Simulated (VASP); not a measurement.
Output of a VASP run:

### OSZICAR
```
...
DAV:   4    -0.312798208357E+03    0.16131E-01   -0.18259E-02   744   0.192E-01    0.275E+00
DAV:   5    -0.312792949095E+03    0.52593E-02   -0.51550E-03   720   0.998E-02    0.147E+00
DAV:   6    -0.312790927318E+03    0.20218E-02   -0.14159E-03   738   0.542E-02    0.784E-01
DAV:   7    -0.312790234775E+03    0.69254E-03   -0.83907E-04   713   0.394E-02    0.408E-01
DAV:   8    -0.312790065220E+03    0.16956E-03   -0.59712E-04   730   0.284E-02    0.206E-01
DAV:   9    -0.312790071544E+03   -0.63239E-05   -0.48889E-04   721   0.208E-02    0.104E-01
DAV:  10    -0.312790139082E+03   -0.67538E-04   -0.48722E-04   698   0.169E-02    0.575E-02
DAV:  11    -0.312790231139E+03   -0.92057E-04   -0.54184E-04   720   0.160E-02    0.397E-02
DAV:  12    -0.312790339124E+03   -0.10798E-03   -0.64227E-04   682   0.167E-02    0.365E-02
DAV:  13    -0.312790465704E+03   -0.12658E-03   -0.78821E-04   721   0.186E-02    0.390E-02
DAV:  14    -0.312790620511E+03   -0.15481E-03   -0.10087E-03   713   0.208E-02    0.435E-02
DAV:  15    -0.312790820099E+03   -0.19959E-03   -0.13489E-03   713   0.239E-02    0.506E-02
DAV:  16    -0.312791093679E+03   -0.27358E-03   -0.19228E-03   721   0.284E-02    0.611E-02
DAV:  17    -0.312791495934E+03   -0.40226E-03   -0.29348E-03   705   0.349E-02    0.771E-02
DAV:  18    -0.312792138303E+03   -0.64237E-03   -0.48895E-03   705   0.448E-02    0.102E-01
DAV:  19    -0.312793274368E+03   -0.11361E-02   -0.90223E-03   705   0.602E-02    0.144E-01
DAV:  20    -0.312795535107E+03   -0.22607E-02   -0.18743E-02   712   0.857E-02    0.217E-01
DAV:  21    -0.312800566138E+03   -0.50310E-02   -0.43329E-02   712   0.130E-01    0.339E-01
DAV:  22    -0.312811738226E+03   -0.11172E-01   -0.98694E-02   704   0.204E-01    0.497E-01
DAV:  23    -0.312829223753E+03   -0.17486E-01   -0.14672E-01   704   0.302E-01    0.553E-01
DAV:  24    -0.312843182019E+03   -0.13958E-01   -0.11412E-01   696   0.345E-01    0.457E-01
DAV:  25    -0.312852730022E+03   -0.95480E-02   -0.60931E-02   728   0.291E-01    0.346E-01
DAV:  26    -0.312859839237E+03   -0.71092E-02   -0.25729E-02   736   0.198E-01    0.310E-01
DAV:  27    -0.312864220994E+03   -0.43818E-02   -0.10358E-02   784   0.136E-01    0.254E-01
DAV:  28    -0.312867305343E+03   -0.30843E-02   -0.52675E-03   729   0.103E-01    0.201E-01
DAV:  29    -0.312869934484E+03   -0.26291E-02   -0.34322E-03   737   0.830E-02    0.165E-01
DAV:  30    -0.312872143533E+03   -0.22090E-02   -0.26321E-03   705   0.722E-02    0.142E-01
DAV:  31    -0.312873870908E+03   -0.17274E-02   -0.21782E-03   705   0.663E-02    0.124E-01
DAV:  32    -0.312875161803E+03   -0.12909E-02   -0.17657E-03   712   0.599E-02    0.109E-01
DAV:  33    -0.312876093384E+03   -0.93158E-03   -0.13855E-03   705   0.534E-02    0.964E-02
DAV:  34    -0.312876738877E+03   -0.64549E-03   -0.10698E-03   713   0.473E-02    0.850E-02
DAV:  35    -0.312877166639E+03   -0.42776E-03   -0.81072E-04   721   0.416E-02    0.740E-02
DAV:  36    -0.312877438135E+03   -0.27150E-03   -0.59165E-04   728   0.358E-02    0.631E-02
DAV:  37    -0.312877603689E+03   -0.16555E-03   -0.41326E-04   713   0.300E-02    0.532E-02
DAV:  38    -0.312877701055E+03   -0.97367E-04   -0.27728E-04   705   0.246E-02    0.441E-02
DAV:  39    -0.312877756003E+03   -0.54948E-04   -0.17712E-04   689   0.199E-02    0.359E-02
DAV:  40    -0.312877786099E+03   -0.30097E-04   -0.11245E-04   665   0.160E-02    0.290E-02
DAV:  41    -0.312877802025E+03   -0.15925E-04   -0.67343E-05   625   0.126E-02    0.230E-02
DAV:  42    -0.312877810118E+03   -0.80935E-05   -0.40863E-05   594   0.992E-03
   1 F= -.31287781E+03 E0= -.31287781E+03  d E =-.639505E-08  mag=     1.0000
```

OUTCAR:
```
------------------------ aborting loop because EDIFF is reached ----------------------------------------
  volume of cell :     1727.79
      direct lattice vectors                 reciprocal lattice vectors
    11.999521733  0.000000000  0.000000000     0.083336655  0.000000000  0.000000000
     0.000000000 11.999521733  0.000000000     0.000000000  0.083336655  0.000000000
     0.000000000  0.000000000 11.999521733     0.000000000  0.000000000  0.083336655
  FREE ENERGIE OF THE ION-ELECTRON SYSTEM (eV)
  ---------------------------------------------------
  free  energy   TOTEN  =      -312.8778101180 eV

  energy  without entropy=     -312.8778101116  energy(sigma->0) =     -312.87781011

  exchange ACFDT corr.  =         0.00000000  see jH, gK, PRB 81, 115126

 total charge

# of ion       s       p       d       tot
------------------------------------------
    1        1.173   1.422   0.237   2.832
    2        1.166   1.422   0.240   2.828
    3        1.166   1.421   0.240   2.827
    4        1.168   1.429   0.241   2.839
    5        1.173   1.421   0.237   2.831
    6        1.166   1.422   0.240   2.828
    7        1.172   1.440   0.244   2.856
    8        1.174   1.422   0.237   2.833
    9        1.222   1.362   0.204   2.787
   10        1.362   1.154   0.059   2.575
   11        1.218   1.449   0.206   2.872
   12        1.166   1.421   0.240   2.827
   13        1.217   1.433   0.206   2.857
   14        1.172   1.440   0.243   2.855
   15        1.172   1.440   0.243   2.855
   16        1.168   1.429   0.241   2.838
   17        1.165   1.421   0.240   2.827
   18        1.166   1.421   0.240   2.827
   19        1.165   1.420   0.240   2.825
   20        1.174   1.439   0.243   2.855
   21        1.166   1.421   0.240   2.827
   22        1.217   1.433   0.207   2.857
   23        1.166   1.423   0.240   2.829
   24        1.168   1.429   0.241   2.838
   25        1.165   1.421   0.240   2.827
   26        1.165   1.423   0.240   2.828
   27        1.173   1.422   0.238   2.832
   28        1.165   1.422   0.240   2.828
   29        1.174   1.437   0.242   2.853
   30        1.172   1.422   0.238   2.832
   31        1.172   1.438   0.243   2.853
   32        1.172   1.423   0.238   2.833
   33        1.169   1.434   0.243   2.846
   34        1.022   1.477   0.000   2.500
   35        1.019   1.488   0.000   2.507
   36        1.021   1.486   0.000   2.506
   37        1.017   1.491   0.000   2.508
   38        1.022   1.477   0.000   2.500
   39        1.019   1.488   0.000   2.507
   40        1.017   1.491   0.000   2.508
   41        1.023   1.476   0.000   2.499
   42        1.023   1.475   0.000   2.499
   43        1.019   1.488   0.000   2.507
   44        1.022   1.477   0.000   2.499
   45        1.017   1.492   0.000   2.509
   46        1.017   1.491   0.000   2.508
   47        1.017   1.491   0.000   2.508
   48        1.016   1.495   0.000   2.511
   49        1.021   1.485   0.000   2.506
   50        1.016   1.495   0.000   2.511
   51        1.017   1.491   0.000   2.508
   52        1.019   1.487   0.000   2.507
...
```
(Selected blocks of OUTCAR.)

**POSCAR**
```
In33P31
1
   11.9995217332     0.0000000000     0.0000000000
    0.0000000000    11.9995217332     0.0000000000
    0.0000000000     0.0000000000    11.9995217332
In P
33 31
Direct
  0.4974632053   0.9988092847   0.9982900925
  0.7509520731   0.2511376164   0.9969253789
  0.7509235300   0.9972633917   0.2510391378
  0.0008164859   0.9994768330   0.9994658536
  0.2483185525   0.2478582845   0.9983558662
  0.5011736807   0.5009884776   0.9969119879
  0.7527193330   0.7514678077   0.9981533801
  0.2482426044   0.9984121262   0.2477066005
  0.4789965060   0.2290748904   0.2284759466
  0.6305896515   0.3811020150   0.3829920740
  0.7619422860   0.5122507103   0.2324435104
  0.5010345171   0.9972491366   0.5008840943
  0.7627957855   0.2314548922   0.5129026325
  0.7528241819   0.9974497503   0.7523295586
  0.0013523540   0.5027817895   0.9983594889
  0.2494968113   0.7508332469   0.9994826798
  0.0018177051   0.2502658142   0.2503108900
  0.2471779045   0.5010543395   0.2511488568
  0.5002468395   0.7520320004   0.2501135543
  0.0018628071   0.9979100624   0.5027899568
  0.2472077280   0.2511756129   0.5007877770
  0.4814757641   0.5139083511   0.5134633243
  0.7498964038   0.7509730654   0.4997838328
  0.2496615841   0.9997276104   0.7508207310
  0.5005135980   0.2505587960   0.7514192079
  0.7498364391   0.4998621780   0.7506275571
  0.0007416562   0.7508229950   0.2483789297
  0.0006984113   0.4998094539   0.4998549066
  0.2475457425   0.7521469855   0.5026601787
  0.0009264868   0.2482932348   0.7509073019
  0.2475518416   0.5025710257   0.7522542809
  0.4982563974   0.7514051639   0.7511373707
  0.0005833687   0.7503839892   0.7504826421
  0.6285684072   0.1229369529   0.1226813628
  0.8789557416   0.3729740532   0.1210715993
  0.8795528376   0.1205085349   0.3730828777
  0.1248263905   0.1248557825   0.1248572936
  0.3728633635   0.3786460540   0.1227732201
  0.6229307353   0.6291710842   0.1208412016
  0.8758167441   0.8750653082   0.1243226325
  0.3729842447   0.1230402470   0.3781715296
  0.8759112015   0.6260698632   0.3757757606
  0.6232048025   0.1202064575   0.6297242641
  0.8761875479   0.3756255233   0.6261867189
  0.8758644527   0.1243546523   0.8751979436
  0.1251549452   0.6258213082   0.1244447637
  0.3746726391   0.8750835400   0.1247067255
  0.1244478641   0.3753909760   0.3751964222
  0.3704940366   0.6298799661   0.3730973892
  0.6253336018   0.8745901005   0.3751498764
  0.1253528858   0.1244928796   0.6257603666
  0.3704979069   0.3733317048   0.6294924069
  0.6258002874   0.6267155299   0.6264624469
  0.8752772897   0.8738513220   0.6253543937
  0.3749383809   0.1254319383   0.8746161202
  0.6253556831   0.3753368167   0.8742423960
  0.8751952218   0.6251699620   0.8738080851
  0.1247987535   0.8753228671   0.3750256295
  0.1239107647   0.6251748530   0.6252313374
  0.3743543049   0.8753185188   0.6257664114
  0.1245231714   0.3751811725   0.8755826343
  0.3744452428   0.6258283588   0.8751425037
  0.6250383370   0.8749951772   0.8757916144
  0.1250989777   0.8750755637   0.8749524913
```

Question: Write an INCAR and KPOINTS that could have produced this output.

Answer: This is not unique; one that fits is the input of the run itself, HSE06 screened hybrid, plane waves, VASP's PBE PAW potentials (set 64).

KPOINTS:
```
Automatic mesh
0
Gamma
1 1 1
0 0 0
```

### INCAR
```
# general
SYSTEM  =In33P31
PREC    =Normal
ENCUT   =400   # plane-wave cut-off (eV)
LREAL   =Auto
LASPH   =.TRUE.   # aspherical one-centre terms
ISYM    =0
NELECT  =253.0

# electronic loop
EDIFF   =1E-5   # SCF stop (eV)
NELM    =50   # most electronic steps
NELMIN  =4
ALGO    =Normal
LMAXMIX =4

# smearing
ISMEAR  =0   # Gaussian
SIGMA   =0.05   # width (eV)

# functional
GGA     =PE
LHFCALC =.TRUE.
AEXX    =0.25
HFSCREEN=0.2   # 1/Angstrom
PRECFOCK=Fast

# spin
ISPIN   =2   # spin-polarised
MAGMOM  =64*0.0156
NUPDOWN =1

# ions
ISIF    =0

# output
LWAVE   =.FALSE.
LCHARG  =.FALSE.
LORBIT  =10
```

POTCAR, in this order: In P (PBE.64 set). Program: vasp_gam. Read from the step before: WAVECAR.

The cell is charged, with a uniform compensating background. The supercell is sampled at Γ alone, which is coarse: total energies, pressure and levels can be off, energies of defects by several tenths of an eV.

The cell is a supercell with a defect, built from InP (zinc blende): In_P, charge +1. The cell's shape comes from a PBE relaxation.
